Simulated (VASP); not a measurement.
Here is the system:

```yaml
crystal:
  lattice:
    - [0.00000, 3.92926, 3.92926]
    - [3.92926, 0.00000, 3.92926]
    - [3.92926, 3.92926, 0.00000]
  atoms:
    - { symbol: K, position: [0.00000, 0.00000, 0.00000] }
    - { symbol: I, position: [0.25000, 0.25000, 0.25000] }
```

Calculation: PBEsol GGA, VASP's PBE PAW potentials (set 64) (plane waves; VASP). Numerical set-up: 400 eV cut-off, Gaussian smearing of 0.050 eV, potentials K_sv I.

Unless said otherwise, spin-orbit coupling is left out, though it shifts the bands of the heavy elements here.

Task: Give the energies of bands 6 to 11 at the high-symmetry points, in eV from the valence-band maximum.

Result: 
```json
[
 {"band": "6", "Γ": "-0.01", "X": "-0.51", "U": "-0.40", "L": "-0.48", "W": "-0.33"},
 {"band": "7", "Γ": "-0.01", "X": "-0.06", "U": "-0.20", "L": "-0.01", "W": "-0.26"},
 {"band": "8", "Γ": "-0.01", "X": "-0.06", "U": "-0.04", "L": "-0.01", "W": "-0.07"},
 {"band": "9", "Γ": "3.96", "X": "5.32", "U": "5.61", "L": "5.70", "W": "5.63"},
 {"band": "10", "Γ": "7.56", "X": "6.25", "U": "6.36", "L": "6.60", "W": "6.48"},
 {"band": "11", "Γ": "7.56", "X": "8.09", "U": "7.66", "L": "7.15", "W": "7.53"}
]
```

The gap is indirect, 3.96 eV, from the valence maximum at K-Γ at 0.57 to the conduction minimum at Γ.

The structure was generated: KI was put into the zinc blende type (F-43m), which need not be its known phase. It was relaxed first.
